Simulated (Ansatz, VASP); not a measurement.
# TiC in two plane-wave programs, part 2 of 3

Aim: how closely do two programs agree when they are given the same cell, functional and k mesh? The cell is generated by rule, not measured, and may not be a known phase. The cell is taken from a series of runs on this material, whose earlier steps may have relaxed, scaled, displaced or heated it; both programs get it as it stands.

VASP 6.6.1 and Ansatz 0.2.0.

So far: Starting point; Ansatz: zone-centre phonons, PBEsol.

## (3) VASP: zone-centre phonons, PBEsol

Level of this step: PBEsol; plane waves and PAW (Ti_sv, C); invented cell (VASP).

The same cell, functional, mesh and smearing now go to VASP, with its own data sets.

Lines of VASP's logs that name or quote its potential files are left out, and so is its time.

INCAR

```
SYSTEM = TiC
PREC = Accurate
ENCUT = 600
EDIFF = 1E-08
NELM = 120
ISMEAR = 1
SIGMA = 0.15
LREAL = .FALSE.
ALGO = Normal
GGA = PS
NBANDS = 22
LASPH = .TRUE.
LORBIT = 11
LWAVE = .FALSE.
LCHARG = .FALSE.
ISIF = 2
IBRION = 8
GGA_COMPAT = .FALSE.
KPAR = 2
```

POSCAR

```
TiC
1.0
    3.0119863284      0.0000030111      0.0000000000
   -1.5059957719      2.6084551707      0.0000000000
    0.0000000000      0.0000000000      5.3405188947
Ti C
2 2
Direct
    0.0000000000      0.0000000000      0.0000000000
    0.0000000000      0.0000000000      0.5000000000
    0.3333333333      0.6666666667      0.2500000000
    0.6666666667      0.3333333333      0.7500000000
```

KPOINTS

```
Automatic mesh
0
Gamma
15 15 8
0 0 0
```

The projector-augmented-wave data sets are Ti_sv and C (PBE family, release 64).

On the command line:

```
$ mpirun -np 2 vasp_std
```

The program printed:

```text
[banner, memory and clock lines left out]
running    2 mpi-ranks, on    1 nodes
 distrk:  each k-point on    1 cores,    2 groups
 distr:  one band on    1 cores,    1 groups

 POSCAR found type information on POSCAR TiC
 POSCAR found :  2 types and       4 ions
|                                                                             |
|               ----> ADVICE to this user running VASP <----                  |
|                                                                             |
|     You enforced a specific xc type in the INCAR file but a different       |
|     [... a line on the potential file left out ...]
|     I HOPE YOU KNOW WHAT YOU ARE DOING!                                     |
|                                                                             |

 LDA part: xc-table for (Slater+PW92), standard interpolation
 POSCAR, INCAR and KPOINTS ok, starting setup
 FFT: planning ... GRIDC
 FFT: planning ... GRID_SOFT
 FFT: planning ... GRID
 WAVECAR not read
 entering main loop
       N       E                     dE             d eps       ncg     rms          rms(c)
DAV:   1     0.367967839958E+03    0.36797E+03   -0.17615E+04  5940   0.194E+03
DAV:   2    -0.495957738022E+00   -0.36846E+03   -0.35455E+03  6042   0.520E+02
DAV:   3    -0.465123880835E+02   -0.46016E+02   -0.43720E+02 10472   0.154E+02
DAV:   4    -0.486408886287E+02   -0.21285E+01   -0.21209E+01  7510   0.321E+01
DAV:   5    -0.487641317350E+02   -0.12324E+00   -0.12323E+00  8878   0.694E+00    0.249E+01
DAV:   6    -0.392590146002E+02    0.95051E+01   -0.88991E+01  7476   0.773E+01    0.103E+01
DAV:   7    -0.378023767604E+02    0.14566E+01   -0.15977E+01  7606   0.321E+01    0.654E+00
DAV:   8    -0.377379840583E+02    0.64393E-01   -0.66331E-01  7394   0.770E+00    0.258E+00
DAV:   9    -0.377514378356E+02   -0.13454E-01   -0.12143E-01  7868   0.247E+00    0.760E-01
DAV:  10    -0.377564504795E+02   -0.50126E-02   -0.58969E-02  7704   0.260E+00    0.400E-01
DAV:  11    -0.377538489683E+02    0.26015E-02   -0.17734E-02  7522   0.125E+00    0.840E-02
DAV:  12    -0.377538321761E+02    0.16792E-04   -0.78051E-04  8554   0.246E-01    0.299E-02
DAV:  13    -0.377538228868E+02    0.92893E-05   -0.32288E-05  7464   0.658E-02    0.202E-02
DAV:  14    -0.377538196350E+02    0.32518E-05   -0.20412E-05  7692   0.322E-02    0.331E-03
DAV:  15    -0.377538197145E+02   -0.79500E-07   -0.59866E-07  6990   0.766E-03    0.325E-03
DAV:  16    -0.377538196353E+02    0.79204E-07   -0.40800E-07  7066   0.608E-03    0.460E-04
DAV:  17    -0.377538196561E+02   -0.20806E-07   -0.14647E-08  4892   0.102E-03    0.186E-04
DAV:  18    -0.377538196579E+02   -0.18231E-08   -0.20517E-09  3612   0.482E-04
   1 F= -.37753820E+02 E0= -.37754044E+02  d E =0.673174E-03
 Linear response reoptimize wavefunctions to high precision
DAV:   1    -0.377538196559E+02    0.20045E-08   -0.84560E-10  3918   0.298E-04
DAV:   2    -0.377538196560E+02   -0.50022E-10   -0.29737E-10  3510   0.166E-04
 Linear response DOF=           4
 Linear response progress:
  Degree of freedom:   1/  4
       N       E                     dE             d eps       ncg     rms          rms(c)
RMM:   1    -0.717617905398E+00   -0.71762E+00    0.82491E+00 21509   0.126E+02
RMM:   2    -0.691560628382E+00    0.26057E-01   -0.26330E-01 38030   0.411E+00    0.270E-01
RMM:   3    -0.688239141390E+00    0.33215E-02   -0.25186E-02 46570   0.114E+00    0.137E-01
RMM:   4    -0.688571933450E+00   -0.33279E-03   -0.16734E-02 51661   0.553E-01    0.261E-02
RMM:   5    -0.689697909313E+00   -0.11260E-02   -0.19218E-03 53003   0.213E-01    0.135E-02
RMM:   6    -0.690332621230E+00   -0.63471E-03   -0.78989E-04 51727   0.104E-01    0.594E-03
RMM:   7    -0.690537491838E+00   -0.20487E-03   -0.25625E-04 51275   0.579E-02    0.254E-03
RMM:   8    -0.690662539637E+00   -0.12505E-03   -0.10092E-04 53475   0.336E-02    0.705E-04
RMM:   9    -0.690674022895E+00   -0.11483E-04   -0.53874E-05 55462   0.204E-02    0.551E-04
RMM:  10    -0.690699358445E+00   -0.25336E-04   -0.31646E-05 53322   0.131E-02    0.192E-04
RMM:  11    -0.690697817935E+00    0.15405E-05   -0.22420E-05 55369   0.874E-03    0.120E-04
RMM:  12    -0.690699829265E+00   -0.20113E-05   -0.18098E-05 53985   0.636E-03    0.107E-04
RMM:  13    -0.690704517237E+00   -0.46880E-05   -0.14581E-05 50590   0.494E-03    0.631E-05
RMM:  14    -0.690700935986E+00    0.35813E-05   -0.12410E-05 52335   0.401E-03    0.877E-05
[...]
RMM:  27    -0.690705212368E+00   -0.79948E-07   -0.30503E-06 45632   0.111E-03    0.392E-05
RMM:  28    -0.690705293611E+00   -0.81243E-07   -0.28491E-06 44876   0.104E-03    0.418E-05
RMM:  29    -0.690705357045E+00   -0.63434E-07   -0.26624E-06 47203   0.979E-04    0.494E-05
RMM:  30    -0.690705408457E+00   -0.51413E-07   -0.24321E-06 48320   0.920E-04    0.543E-05
RMM:  31    -0.690705452767E+00   -0.44310E-07   -0.22653E-06 42040   0.867E-04    0.591E-05
RMM:  32    -0.690705493121E+00   -0.40354E-07   -0.20997E-06 41658   0.819E-04    0.631E-05
RMM:  33    -0.690705530272E+00   -0.37150E-07   -0.19614E-06 46575   0.777E-04    0.660E-05
RMM:  34    -0.690705565538E+00   -0.35267E-07   -0.18216E-06 39186   0.735E-04    0.698E-05
 first order change of Fermi-energy  -0.16939E-04
 force on displaced ion       1 direction 1 :  -2.387  -0.000   0.000
 Linear response progress:
  Degree of freedom:   2/  4
       N       E                     dE             d eps       ncg     rms          rms(c)
RMM:   1    -0.709897058695E+00   -0.70990E+00    0.23456E+01  8469   0.135E+02
RMM:   2    -0.677987289429E+00    0.31910E-01   -0.29617E-01 14960   0.401E+00    0.314E-01
RMM:   3    -0.674242419215E+00    0.37449E-02   -0.30952E-02 17626   0.118E+00    0.125E-01
RMM:   4    -0.675435380731E+00   -0.11930E-02   -0.15563E-02 19242   0.565E-01    0.574E-02
RMM:   5    -0.675589549631E+00   -0.15417E-03   -0.23457E-03 19856   0.226E-01    0.252E-02
RMM:   6    -0.675874845615E+00   -0.28530E-03   -0.10527E-03 20106   0.119E-01    0.104E-02
RMM:   7    -0.675923605805E+00   -0.48760E-04   -0.20520E-04 19292   0.585E-02    0.664E-03
RMM:   8    -0.676029179746E+00   -0.10557E-03   -0.89582E-05 20290   0.336E-02    0.468E-03
RMM:   9    -0.676219686889E+00   -0.19051E-03   -0.13087E-05 18706   0.219E-02    0.267E-03
RMM:  10    -0.676215734062E+00    0.39528E-05   -0.57821E-06 19904   0.125E-02    0.378E-04
RMM:  11    -0.676215748611E+00   -0.14549E-07   -0.11809E-05 21112   0.737E-03    0.316E-04
RMM:  12    -0.676213547638E+00    0.22010E-05   -0.10287E-05 20608   0.467E-03    0.238E-04
RMM:  13    -0.676216618897E+00   -0.30713E-05   -0.11818E-05 20747   0.325E-03    0.843E-05
RMM:  14    -0.676218797635E+00   -0.21787E-05   -0.10162E-05 20545   0.240E-03    0.839E-05
[...]
RMM:  21    -0.676217541145E+00   -0.39278E-07   -0.63163E-06 20484   0.663E-04    0.257E-05
RMM:  22    -0.676217578945E+00   -0.37800E-07   -0.59159E-06 21289   0.586E-04    0.340E-05
RMM:  23    -0.676217624408E+00   -0.45463E-07   -0.53574E-06 18415   0.530E-04    0.349E-05
RMM:  24    -0.676217612866E+00    0.11542E-07   -0.47134E-06 21070   0.469E-04    0.407E-05
RMM:  25    -0.676217657105E+00   -0.44239E-07   -0.45018E-06 19752   0.423E-04    0.465E-05
RMM:  26    -0.676217659379E+00   -0.22736E-08   -0.41290E-06 19103   0.385E-04    0.496E-05
RMM:  27    -0.676217675459E+00   -0.16080E-07   -0.38607E-06 18507   0.350E-04    0.543E-05
RMM:  28    -0.676217672342E+00    0.31169E-08   -0.36118E-06 21414   0.324E-04    0.548E-05
 first order change of Fermi-energy   0.27950E-03
 force on displaced ion       1 direction 3 :   0.000  -0.000 -23.747
 Linear response progress:
  Degree of freedom:   3/  4
       N       E                     dE             d eps       ncg     rms          rms(c)
RMM:   1    -0.122304234198E+00   -0.12230E+00   -0.39480E-02 52497   0.187E+00
RMM:   2    -0.115555404551E+00    0.67488E-02   -0.78272E-03 48516   0.529E-01    0.170E-01
RMM:   3    -0.116188235393E+00   -0.63283E-03   -0.25458E-03 51523   0.257E-01    0.823E-02
RMM:   4    -0.117238667876E+00   -0.10504E-02   -0.11802E-03 51977   0.166E-01    0.187E-02
RMM:   5    -0.117263497543E+00   -0.24830E-04   -0.39578E-04 58037   0.686E-02    0.701E-03
RMM:   6    -0.117338517789E+00   -0.75020E-04   -0.51174E-05 57010   0.270E-02    0.315E-03
RMM:   7    -0.117319053492E+00    0.19464E-04   -0.13519E-05 59103   0.126E-02    0.122E-03
RMM:   8    -0.117327379054E+00   -0.83256E-05   -0.10075E-05 61255   0.588E-03    0.595E-04
RMM:   9    -0.117331337623E+00   -0.39586E-05   -0.79967E-07 62878   0.308E-03    0.205E-04
RMM:  10    -0.117331950016E+00   -0.61239E-06   -0.30058E-06 63416   0.165E-03    0.825E-05
RMM:  11    -0.117331787861E+00    0.16215E-06   -0.23709E-07 62162   0.919E-04    0.495E-05
RMM:  12    -0.117331928369E+00   -0.14051E-06   -0.70342E-07 62028   0.543E-04    0.238E-05
RMM:  13    -0.117331824442E+00    0.10393E-06   -0.53552E-08 62882   0.318E-04    0.186E-05
RMM:  14    -0.117331754483E+00    0.69959E-07   -0.34938E-07 60590   0.196E-04    0.162E-05
RMM:  15    -0.117331770658E+00   -0.16175E-07    0.80523E-08 61657   0.120E-04    0.331E-06
RMM:  16    -0.117331770481E+00    0.17720E-09   -0.13674E-07 64795   0.746E-05    0.192E-06
RMM:  17    -0.117331767469E+00    0.30119E-08    0.32864E-08 61209   0.464E-05    0.513E-06
 first order change of Fermi-energy   0.13097E-04
 force on displaced ion       3 direction 1 :  -4.813   0.000   0.000
 Linear response progress:
  Degree of freedom:   4/  4
       N       E                     dE             d eps       ncg     rms          rms(c)
RMM:   1    -0.139142386270E+00   -0.13914E+00   -0.28075E-02 19577   0.202E+00
RMM:   2    -0.129619023561E+00    0.95234E-02   -0.95240E-03 16200   0.708E-01    0.282E-01
RMM:   3    -0.130461093402E+00   -0.84207E-03   -0.85249E-03 17045   0.649E-01    0.315E-01
RMM:   4    -0.129427837158E+00    0.10333E-02   -0.34741E-03 15008   0.426E-01    0.103E-01
RMM:   5    -0.130154745044E+00   -0.72691E-03   -0.17107E-03 17384   0.221E-01    0.465E-02
RMM:   6    -0.130197090578E+00   -0.42346E-04   -0.47141E-04 18992   0.817E-02    0.442E-02
RMM:   7    -0.130187924724E+00    0.91659E-05   -0.11455E-04 19040   0.396E-02    0.645E-02
RMM:   8    -0.130246840797E+00   -0.58916E-04   -0.12893E-04 20232   0.960E-02    0.588E-03
RMM:   9    -0.130225852482E+00    0.20988E-04   -0.42065E-05 19005   0.157E-02    0.477E-03
RMM:  10    -0.130210751370E+00    0.15101E-04   -0.37430E-05 18443   0.821E-03    0.134E-03
RMM:  11    -0.130207340977E+00    0.34104E-05   -0.34652E-05 20419   0.408E-03    0.540E-04
RMM:  12    -0.130205023782E+00    0.23172E-05   -0.22633E-05 20322   0.222E-03    0.181E-04
RMM:  13    -0.130203796418E+00    0.12274E-05   -0.17597E-05 20370   0.133E-03    0.363E-04
RMM:  14    -0.130203468882E+00    0.32754E-06   -0.12304E-05 19786   0.813E-04    0.243E-04
[...]
RMM:  18    -0.130202806272E+00    0.89070E-07   -0.15727E-06 20378   0.119E-04    0.153E-05
RMM:  19    -0.130202749347E+00    0.56925E-07   -0.97176E-07 19319   0.755E-05    0.168E-05
RMM:  20    -0.130202730307E+00    0.19040E-07   -0.65120E-07 19306   0.521E-05    0.455E-06
RMM:  21    -0.130202711068E+00    0.19239E-07   -0.46438E-07 21617   0.348E-05    0.626E-06
RMM:  22    -0.130202697742E+00    0.13327E-07   -0.29157E-07 19807   0.240E-05    0.335E-06
RMM:  23    -0.130202688222E+00    0.95196E-08   -0.16913E-07 20161   0.189E-05    0.502E-07
RMM:  24    -0.130202681571E+00    0.66516E-08   -0.10183E-07 19403   0.141E-05    0.353E-07
RMM:  25    -0.130202678121E+00    0.34497E-08   -0.64712E-08 16914   0.122E-05    0.156E-07
 first order change of Fermi-energy  -0.47860E-03
 force on displaced ion       3 direction 3 :  -0.000   0.000 -15.657
 Linear response finished
```

[end of part 2 of 3]

[Lines on the potential files, build, host, timing and source positions are cut from VASP's logs without a mark.]

[Logs are printed without paths, hosts, clocks, repeated set-up lines and the standing remarks that a program may print on its own settings, such as how far it seeks lower states.]

[Hosts, paths, dates, database ids (printed as entryN), source tags and the programs' standing remarks are cut or masked in the printed files.]
